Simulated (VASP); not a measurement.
Write the native input for VASP 6.6.1 that does the following.

- Task: relaxation of cell and atoms
- Functional: PBE
- Potentials or basis: VASP PAW PBE potentials, release 64 (Re, Ru_pv, Au)
- Cutoff: 600 eV
- k mesh: 8 × 8 × 8
- Occupations: gaussian, width 0.1 eV
- Spin: no spin polarisation
- Dipole correction: no
- Further INCAR settings: ALGO = Fast; EDIFF = 1e-06; IBRION = 2; EDIFFG = -0.01; NSW = 100; ISIF = 3

The structure of Re3RuAu lies in POSCAR:

```
Re3RuAu
1.0
    4.7037783693      0.0000000000      0.0000000000
    0.0000000000      4.7037783693      0.0000000000
    0.0000000000      0.0000000000      4.7037783693
Re Ru Au
3 1 1
Direct
    0.5000000000      0.5000000000      0.0000000000
    0.0000000000      0.5000000000      0.5000000000
    0.5000000000      0.0000000000      0.5000000000
    0.0000000000      0.0000000000      0.0000000000
    0.5000000000      0.5000000000      0.5000000000
```

The cell was built by a generator and needn't be a form met in nature.

The cell isn't the ideal one: species swapped into the SrCoO3 type (Pm-3m, No. 221).

The input as run:

INCAR

```
PREC = Accurate
ENCUT = 600
EDIFF = 1E-6
ISMEAR = 0
SIGMA = 0.1
LREAL = False
LASPH = True
NELM = 100
ALGO = Fast
ISIF = 3
LWAVE = False
LCHARG = False
GGA = PE
IBRION = 2
NSW = 100
EDIFFG = -0.01
```

KPOINTS

```
Automatic mesh
0
Gamma
  8 8 8
```

Potentials or basis: VASP PAW PBE potentials, release 64 (Re, Ru_pv, Au).

The run is started by

```bash
$ cat potpaw_PBE.64/Re/POTCAR potpaw_PBE.64/Ru_pv/POTCAR potpaw_PBE.64/Au/POTCAR > POTCAR
$ mpirun -np 1 vasp_std > vasp.out
```

Results of the run:

| Property | Result |
| --- | --- |
| Relaxed volume | 20.79 Å³/atom |
| Relaxed cell | a = 4.702 Å, b = 4.702 Å, c = 4.702 Å, α = 90.00°, β = 90.00°, γ = 90.00° |
| Space group after relaxing (to 0.05 Å) | Pm-3m (No. 221) |
| Energy gained by relaxing | 0.2 meV/atom |
| Ionic steps | 4 |
| Pressure after relaxing | 0.0 GPa |
| Band gap on the k mesh | none (metal or under the smearing width) |

It took 13 min on 1 thread of AMD EPYC 9R45 (Zen 5), on a shared host, peak memory 0.32 GiB.
